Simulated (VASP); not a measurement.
A run of VASP 6.6.1 is set up as follows.

File INCAR:

```
SYSTEM = SiF
ALGO     = Normal         ! electronic algorithm
EDIFF    = 1E-6           ! SCF threshold, eV
EDIFFG   = -0.02          ! ionic threshold
ENCUT    = 600            ! plane-wave cutoff, eV
GGA      = PE             ! functional
IBRION   = 2              ! ionic algorithm
ISIF     = 3              ! what is computed and relaxed
ISMEAR   = -1             ! smearing method
IVDW     = 263            ! dispersion correction
LASPH    = .TRUE.         ! aspherical terms in the spheres
LCHARG   = .FALSE.        ! write CHGCAR
LREAL    = .FALSE.        ! projectors in reciprocal space
LWAVE    = .FALSE.        ! write WAVECAR
NELM     = 60             ! most SCF steps
NSW      = 60             ! ionic steps
PREC     = Accurate       ! precision mode
SIGMA    = 0.05           ! smearing width, eV
```

The input KPOINTS:

```
k-points
0
G
  9 9 9
  0 0 0
```

File POSCAR:

```
SiF
1.0
    3.0286000000      0.0000000000      0.0000000000
    0.0000000000      3.0286000000      0.0000000000
    0.0000000000      0.0000000000      3.0286000000
Si F
1 1
Direct
    0.5000000000      0.5000000000      0.5000000000
    0.0000000000      0.0000000000      0.0000000000
```

Potentials or basis: VASP PAW PBE potentials, release 64 (Si, F).

Run with:

```console
$ cat potpaw_PBE.64/Si/POTCAR potpaw_PBE.64/F/POTCAR > POTCAR
$ mpirun -np 1 vasp_std > vasp.out
```

Problem. Predict the Hirshfeld charges.

Solution. Si +0.21; F -0.21 e.

Problem. What does it give for the band gap on the k mesh?

Solution. None (metal or under the smearing width).

Problem. Predict the dispersion energy per atom.

Solution. -0.164 eV.

Final structure:
```
CELL_PARAMETERS angstrom
3.00344 0.00000 0.00000
0.00000 3.00344 0.00000
0.00000 0.00000 3.00344
ATOMIC_POSITIONS crystal
Si 0.50000 0.50000 0.50000
F 0.00000 0.00000 0.00000
```

Caveat: an odd number of electrons without spin polarisation forces a metal; a magnetic or distorted state may lie lower.
